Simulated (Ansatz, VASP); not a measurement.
# VPO5 (VPO5 (Cc)) in two plane-wave programs

One calculation is typed for both programs; each brings its own data sets. How far apart do they land? The cell is taken from a series of runs on this material, whose earlier steps may have relaxed, scaled, displaced or heated it; both programs get it as it stands.

Method: plane waves, with VASP 6.6.1 beside it; relaxation of cell and atoms at PBEsol, in Ansatz 0.2.0.

## (1) Set-up

It takes space group Cc (No. 9, monoclinic). The conventional cell has a = 7.233 Å, b = 6.939 Å, c = 7.232 Å, α = 90.00°, β = 116.93°, γ = 90.00°. V has 5 O at 1.60 to 1.90 Å nearest. Nearest to P lie 4 O at 1.52 to 1.54 Å. Nearest to O lie 1 P at 1.54 Å and 1 V at 1.86 Å. Nearest to O lie 1 P at 1.53 Å and 1 V at 1.89 Å. O has 1 P at 1.52 Å and 1 V at 1.89 Å nearest. Nearest to O lie 1 P at 1.52 Å and 1 V at 1.90 Å. Farther neighbours and most contacts between anions are not listed.

## (2) VASP: relaxation of cell and atoms, PBEsol

The relaxed volume is the usual yardstick between codes: in a stiff, nearly cubic crystal its relative difference is about their pressure difference at one cell divided by the bulk modulus.

Lines of VASP's logs that name or quote its potential files are left out, and so is its time.

INCAR reads:

```
SYSTEM = VPO5
PREC = Accurate
ENCUT = 600
EDIFF = 1E-07
NELM = 120
ISMEAR = 0
SIGMA = 0.01
LREAL = .FALSE.
ALGO = Normal
GGA = PS
NBANDS = 62
LASPH = .TRUE.
LORBIT = 11
LWAVE = .FALSE.
LCHARG = .FALSE.
ISIF = 3
IBRION = 2
NSW = 80
EDIFFG = -0.005
GGA_COMPAT = .FALSE.
NELMIN = 4
EFERMI = MIDGAP
KPAR = 4
```

POSCAR reads:

```
VPO5
1.0
    3.6165210000     -3.4694840000      0.0000000000
    3.6165210000      3.4694840000      0.0000000000
   -3.2754860000      0.0000000000      6.4479900000
V P O
2 2 10
Direct
    0.4818777944      0.9470063264      0.4649439593
    0.9470063264      0.4818777944      0.9649439593
    0.1310065718      0.8770667928      0.7535878623
    0.8770667928      0.1310065718      0.2535878623
    0.1611301508      0.1688655951      0.9223756550
    0.8440734422      0.8326302420      0.5818703193
    0.8326302420      0.8440734422      0.0818703193
    0.1688655951      0.1611301508      0.4223756550
    0.6497427312      0.1615672561      0.3554622448
    0.8560448395      0.3706899568      0.1653425331
    0.3706899568      0.8560448395      0.6653425331
    0.1615672561      0.6497427312      0.8554622448
    0.3554726439      0.6733521903      0.2644174386
    0.6733521903      0.3554726439      0.7644174386
```

KPOINTS reads:

```
Automatic mesh
0
Gamma
6 6 5
0 0 0
```

The projector-augmented-wave data sets are V_sv, P and O (PBE family, release 64).

The run is started by

```
$ mpirun -np 4 vasp_std
```

Numbers of over 12 decimals in the logs are rounded to 6 here.

The program printed:

```text
[banner, memory and clock lines left out]
running    4 mpi-ranks, on    1 nodes
 distrk:  each k-point on    1 cores,    4 groups
 distr:  one band on    1 cores,    1 groups

 POSCAR found type information on POSCAR V P O
 POSCAR found :  3 types and      14 ions
|                                                                             |
|               ----> ADVICE to this user running VASP <----                  |
|                                                                             |
|     You enforced a specific xc type in the INCAR file but a different       |
|     [... a line on the potential file left out ...]
|     I HOPE YOU KNOW WHAT YOU ARE DOING!                                     |
|                                                                             |

 LDA part: xc-table for (Slater+PW92), standard interpolation
 POSCAR, INCAR and KPOINTS ok, starting setup
 FFT: planning ... GRIDC
 FFT: planning ... GRID_SOFT
 FFT: planning ... GRID
 WAVECAR not read
 entering main loop
       N       E                     dE             d eps       ncg     rms          rms(c)
DAV:   1     0.109260681003E+04    0.10926E+04   -0.58404E+04  7012   0.174E+03
DAV:   2    -0.454160781761E+02   -0.11380E+04   -0.10710E+04  7840   0.460E+02
DAV:   3    -0.141367755062E+03   -0.95952E+02   -0.95110E+02  7474   0.148E+02
DAV:   4    -0.143259404923E+03   -0.18916E+01   -0.18844E+01  8328   0.217E+01
DAV:   5    -0.143307117808E+03   -0.47713E-01   -0.47667E-01  8050   0.321E+00    0.711E+01
DAV:   6    -0.128795890612E+03    0.14511E+02   -0.11051E+02  8986   0.827E+01    0.494E+01
DAV:   7    -0.125550185771E+03    0.32457E+01   -0.10192E+02  7666   0.113E+02    0.372E+01
DAV:   8    -0.117934162991E+03    0.76160E+01   -0.98560E+00  7578   0.216E+01    0.157E+01
DAV:   9    -0.115009253181E+03    0.29249E+01   -0.26043E+00  9218   0.144E+01    0.365E+00
DAV:  10    -0.114945538959E+03    0.63714E-01   -0.48779E-01  7582   0.359E+00    0.282E+00
DAV:  11    -0.114879508503E+03    0.66030E-01   -0.69638E-02  7664   0.257E+00    0.188E+00
DAV:  12    -0.114878193741E+03    0.13148E-02   -0.18718E-01  7474   0.209E+00    0.124E+00
DAV:  13    -0.114871322337E+03    0.68714E-02   -0.28922E-02  7920   0.998E-01    0.116E+00
DAV:  14    -0.114868136267E+03    0.31861E-02   -0.79260E-03  7474   0.738E-01    0.167E-01
DAV:  15    -0.114868020139E+03    0.11613E-03   -0.59311E-04  7528   0.120E-01    0.124E-01
DAV:  16    -0.114867880919E+03    0.13922E-03   -0.29097E-04  7850   0.201E-01    0.782E-02
DAV:  17    -0.114867870631E+03    0.10288E-04   -0.37608E-05  7480   0.559E-02    0.161E-02
DAV:  18    -0.114867877299E+03   -0.66672E-05   -0.67702E-06  7624   0.256E-02    0.340E-02
DAV:  19    -0.114867871834E+03    0.54649E-05   -0.62429E-06  7480   0.273E-02    0.465E-03
DAV:  20    -0.114867871799E+03    0.34865E-07   -0.50373E-07  7464   0.425E-03
   1 F= -.11486787E+03 E0= -.11486787E+03  d E =-.114868E+03
[... from here on, the cycles between the ionic steps are left out ...]
   2 F= -.11476504E+03 E0= -.11476504E+03  d E =0.102837E+00
  42 F= -.11489685E+03 E0= -.11489685E+03  d E =-.160056E-04
  43 F= -.11489685E+03 E0= -.11489685E+03  d E =-.185518E-04
  44 F= -.11489686E+03 E0= -.11489686E+03  d E =-.825852E-05
  45 F= -.11489687E+03 E0= -.11489687E+03  d E =-.147302E-04
  46 F= -.11489688E+03 E0= -.11489688E+03  d E =-.975199E-05
  47 F= -.11489688E+03 E0= -.11489688E+03  d E =-.126273E-04
  48 F= -.11489688E+03 E0= -.11489688E+03  d E =-.124615E-04
  49 F= -.11489688E+03 E0= -.11489688E+03  d E =-.134862E-04
  50 F= -.11489689E+03 E0= -.11489689E+03  d E =-.604540E-05
  51 F= -.11489689E+03 E0= -.11489689E+03  d E =-.107925E-04
 curvature:  -1.82 expect dE=-0.274E-04 dE for cont linesearch -0.203E-07
 trial: gam= 0.32647 g(F)=  0.110E-04 g(S)=  0.414E-05 ort = 0.175E-05 (trialstep = 0.283E+00)
 search vector abs. value=  0.455E-04
 bond charge predicted
       N       E                     dE             d eps       ncg     rms          rms(c)
DAV:   1    -0.114896898992E+03   -0.84825E-05   -0.84718E-04  6986   0.185E-01    0.240E-02
DAV:   2    -0.114896900804E+03   -0.18121E-05   -0.46296E-05  7016   0.589E-02    0.348E-02
DAV:   3    -0.114896894885E+03    0.59194E-05   -0.89394E-06  7346   0.327E-02    0.689E-03
DAV:   4    -0.114896894470E+03    0.41519E-06   -0.37867E-06  7456   0.126E-02    0.819E-03
DAV:   5    -0.114896894401E+03    0.68492E-07   -0.27837E-07  6576   0.345E-03
  52 F= -.11489689E+03 E0= -.11489689E+03  d E =-.392407E-05
 trial-energy change:   -0.000004  1 .order   -0.000003   -0.000004   -0.000002
 step:   0.3661(harm=  0.5476)  dis= 0.00015  next Energy=  -114.896895 (dE=-0.426E-05)
 reached required accuracy - stopping structural energy minimisation
```

Parts of OUTCAR (step 2):

```text
ion  position               nearest neighbor table
   1  0.482  0.947  0.465-  13 1.60   8 1.86   9 1.89   6 1.89  11 1.90  14 2.39
   2  0.947  0.482  0.965-  14 1.60   5 1.86  12 1.89   7 1.89  10 1.90  13 2.39
   3  0.131  0.877  0.754-  11 1.52  12 1.52   6 1.53   5 1.54
   4  0.877  0.131  0.254-  10 1.52   9 1.52   7 1.53   8 1.54
   5  0.161  0.169  0.922-   3 1.54   2 1.86
   6  0.844  0.833  0.582-   3 1.53   1 1.89
   7  0.833  0.844  0.082-   4 1.53   2 1.89
   8  0.169  0.161  0.422-   4 1.54   1 1.86
   9  0.650  0.162  0.355-   4 1.52   1 1.89
  10  0.856  0.371  0.165-   4 1.52   2 1.90
  11  0.371  0.856  0.665-   3 1.52   1 1.90
  12  0.162  0.650  0.855-   3 1.52   2 1.89
  13  0.355  0.673  0.264-   1 1.60   2 2.39
  14  0.673  0.355  0.764-   2 1.60   1 2.39

  LATTYP: Found a base centered monoclinic cell.
 ALAT       =     7.2330420000
 B/A-ratio  =     0.9593429708
 C/A-ratio  =     0.9998899626
 COS(beta)  =    -0.4529002411

 Subroutine GETGRP returns: Found  2 space group operations
 (whereof  1 operations were pure point group operations)

The static configuration has the point symmetry C_1 .
 The point group associated with its full space group is C_1h.

 Found     55 irreducible k-points:

   k-points           NKPTS =     55   k-points in BZ     NKDIM =     55   number of bands    NBANDS=     62

   dimension x,y,z NGX =    40 NGY =   40 NGZ =   60
   dimension x,y,z NGXF=    80 NGYF=   80 NGZF=  120

   ENCUT  =  600.0 eV  44.10 Ry    6.64 a.u.  10.01 10.01 14.44*2*pi/ulx,y,z

   NELECT =      96.0000    total number of electrons

 k-points in reciprocal lattice and weights: Automatic mesh
   0.00000000  0.00000000  0.00000000       0.006
   0.16666667  0.00000000  0.00000000       0.022
   0.33333333  0.00000000 -0.00000000       0.022
   0.50000000 -0.00000000  0.00000000       0.011
   0.16666667  0.16666667  0.00000000       0.011
   0.33333333  0.16666667 -0.00000000       0.022
   0.50000000  0.16666667 -0.00000000       0.022
  -0.33333333  0.16666667  0.00000000       0.022
  -0.16666667  0.16666667  0.00000000       0.011
[...]
-0.16666667 -0.33333333  0.40000000       0.022
  -0.16666667 -0.16666667  0.40000000       0.011

 average (electrostatic) potential at core
       1 -79.1195       2 -79.1195       3 -87.1858       4 -87.1858       5 -72.5165
       6 -72.4308       7 -72.4308       8 -72.5165       9 -72.3071      10 -72.2710
      11 -72.2710      12 -72.3071      13 -72.7937      14 -72.7937

 E-fermi :   2.4465

 k-point     1 :       0.0000    0.0000    0.0000
  band No.  band energies     occupation
    ...
     44       0.8930      2.00000
     45       0.9848      2.00000
     46       1.1833      2.00000
     47       1.2033      2.00000
     48       1.5651      2.00000
     49       3.2909      0.00000
     50       3.6331      0.00000
     51       4.5096      0.00000
     52       4.6596      0.00000
     53       4.8192      0.00000
    ...

 k-point     2 :       0.1667    0.0000    0.0000
  band No.  band energies     occupation
    ...
     44       0.7336      2.00000
     45       1.0346      2.00000
     46       1.1184      2.00000
     47       1.2422      2.00000
     48       1.5103      2.00000
     49       3.3833      0.00000
     50       3.7149      0.00000
     51       4.5312      0.00000
     52       4.6811      0.00000
     53       4.7947      0.00000
    ...

 k-point     3 :       0.3333    0.0000   -0.0000
  band No.  band energies     occupation
    ...
     44       0.6739      2.00000
     45       0.9232      2.00000
     46       1.0899      2.00000
     47       1.2434      2.00000
     48       1.4683      2.00000
     49       3.4506      0.00000
     50       3.8886      0.00000
     51       4.5751      0.00000
     52       4.6851      0.00000
     53       4.7712      0.00000
    ...

  Total        0.0110128      0.0015883      0.0098829      0.0000000      0.0000000     -0.0043416
  in kB        0.1082447      0.0156114      0.0971393      0.0000000      0.0000000     -0.0426741
  external PRESSURE =       0.0736651 kB  Pullay stress =       0.0000000 kB

  energy-cutoff  :      600.00
  volume of cell :      163.00
      direct lattice vectors                 reciprocal lattice vectors
     3.615020670 -3.494336314 -0.005747596     0.138423737 -0.143088688  0.070406970
     3.615020670  3.494336314 -0.005747596     0.138423737  0.143088688  0.070406970
    -3.284359472  0.000000000  6.457220284     0.000246423  0.000000000  0.154990739

 POSITION                                       TOTAL-FORCE (eV/Angst)
 -----------------------------------------------------------------------------------
      3.64056      1.63256      2.99560         0.000309     -0.002009      0.000028
      1.99838     -1.63256      6.22421         0.000309      0.002009      0.000028
      1.16799      2.62315      4.85840        -0.000905      0.001541      0.000626
      2.81017     -2.62315      1.62979        -0.000905     -0.001541      0.000626
     -1.81569      0.03859      5.95521        -0.000215      0.000170      0.000194
      4.12876     -0.02174      3.74726        -0.000573     -0.000300      0.000886
      5.77094      0.02174      0.51865        -0.000573      0.000300      0.000886
     -0.17351     -0.03859      2.72660        -0.000215     -0.000170      0.000194
      1.76642     -1.72100      2.30183        -0.001674     -0.001448     -0.003106
      3.89009     -1.71144      1.04630         0.000863     -0.003999      0.000962
      2.24791      1.71144      4.27491         0.000863      0.003999      0.000962
      0.12424      1.72100      5.53045        -0.001674      0.001448     -0.003106
      2.85105      1.13516      1.70417         0.002195     -0.002476      0.000410
      1.20887     -1.13516      4.93278         0.002195      0.002476      0.000410
 -----------------------------------------------------------------------------------
    total drift:                               -0.000607     -0.000000     -0.000597

  FREE ENERGIE OF THE ION-ELECTRON SYSTEM (eV)
  ---------------------------------------------------
  free  energy   TOTEN  =      -114.8968944014 eV

  energy  without entropy=     -114.8968944014  energy(sigma->0) =     -114.89689440

 reached required accuracy - stopping structural energy minimisation

 total charge
# of ion       s       p       d       tot
------------------------------------------
    1        2.354   6.421   3.092  11.867
    2        2.354   6.421   3.092  11.867
    3        0.906   1.513   0.000   2.419
    4        0.906   1.513   0.000   2.419
    5        1.563   3.573   0.000   5.136
    6        1.559   3.589   0.000   5.148
    7        1.559   3.589   0.000   5.148
    8        1.563   3.573   0.000   5.136
    9        1.561   3.588   0.000   5.149
   10        1.559   3.594   0.000   5.154
   11        1.559   3.594   0.000   5.154
   12        1.561   3.588   0.000   5.149
   13        1.603   3.351   0.000   4.954
   14        1.603   3.351   0.000   4.954
--------------------------------------------------
tot         22.211  51.259   6.183  79.653

[... 3 further parts left out ...]
```

CONTCAR:

```
VPO5
   1.00000000000000
     3.6150206699390641   -3.4943363139523060   -0.0057475958086069
     3.6150206699390641    3.4943363139523060   -0.0057475958086069
    -3.2843594720729419    0.0000000000000000    6.4572202839604422
  V               P               O
     2     2    10
Direct
     0.4812496597856009    0.9484518723378620    0.4651871359743410
     0.9484518723378620    0.4812496597856009    0.9651871359743411
     0.1283990980947905    0.8790851037427725    0.7532942464230447
     0.8790851037427725    0.1283990980947905    0.2532942464230449
     0.1624322284467050    0.1734762824743769    0.9225550957157891
     0.8384613404897342    0.8322410547788598    0.5818077283198259
     0.8322410547788598    0.8384613404897342    0.0818077283198256
     0.1734762824743769    0.1624322284467050    0.4225550957157886
     0.6528357581450221    0.1603232602899429    0.3571983884170722
     0.8570347711981585    0.3672590293526250    0.1631249069503762
     0.3672590293526250    0.8570347711981585    0.6631249069503762
     0.1603232602899429    0.6528357581450221    0.8571983884170724
     0.3522093865376366    0.6770676876259154    0.2648325105995623
     0.6770676876259154    0.3522093865376366    0.7648325105995620
```

This run has no spin polarisation, so a moment on V, if there is one, isn't seen. The gap is read on the k-mesh alone, so it is an upper bound where the band edges lie off the mesh. The PAW data sets were made with PBE, which is usual practice but a small mismatch for other functionals. The run keeps the 2 symmetry operations of its start, so it cannot find a distortion of lower symmetry.

(Part 1 of 2 ends here.)

[Lines on the potential files, build, host, timing and source positions are cut from VASP's logs without a mark.]

[Logs are printed without paths, hosts, clocks, repeated set-up lines and the standing remarks that a program may print on its own settings, such as how far it seeks lower states.]

[Hosts, paths, dates, database ids (printed as entryN), source tags and the programs' standing remarks are cut or masked in the printed files.]
